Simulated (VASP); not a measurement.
BAs (base):

```xyz
2
Lattice="0.0000 2.3885 2.3885 2.3885 0.0000 2.3885 2.3885 2.3885 0.0000" Properties=species:S:1:pos:R:3 pbc="T T T"
B     0.0000    0.0000    0.0000
As    1.1943    1.1943    1.1943
```

- Program: VASP 6.6.1
- Task: relaxation of cell and atoms
- Functional: PBE
- Potentials or basis: VASP PAW PBE potentials, release 64 (B, As)
- Cutoff: 600 eV
- k mesh: 10 × 10 × 10
- Occupations: gaussian, width 0.02 eV
- Spin: no spin polarisation

At the start: pressure 3.4 GPa; volume 13.63 Å³/atom.

Q: How do energy, volume and symmetry change on relaxing?

A: Over 3 steps the energy falls by 3.5 meV/atom and the volume is 13.97 Å³/atom (+2.5 %); space group F-43m (No. 216, to 0.05 Å).

The path:
```csv
step,energy change (eV),largest force (eV/Å),pressure (GPa),volume (Å³)
1,0.0000,0.0000,3.42,27.25
2,-0.0037,0.0000,-2.19,28.42
3,-0.0071,0.0000,0.01,27.93
```

Final structure:
```cif
data_structure
_symmetry_space_group_name_H-M 'P 1'
_symmetry_Int_Tables_number 1
_cell_length_a 3.4057
_cell_length_b 3.4057
_cell_length_c 3.4057
_cell_angle_alpha 60.000
_cell_angle_beta 60.000
_cell_angle_gamma 60.000
_cell_volume 27.93
loop_
_atom_site_label
_atom_site_type_symbol
_atom_site_fract_x
_atom_site_fract_y
_atom_site_fract_z
_atom_site_occupancy
B1 B 0.00000 0.00000 0.00000 1
As1 As 0.25000 0.25000 0.25000 1
```
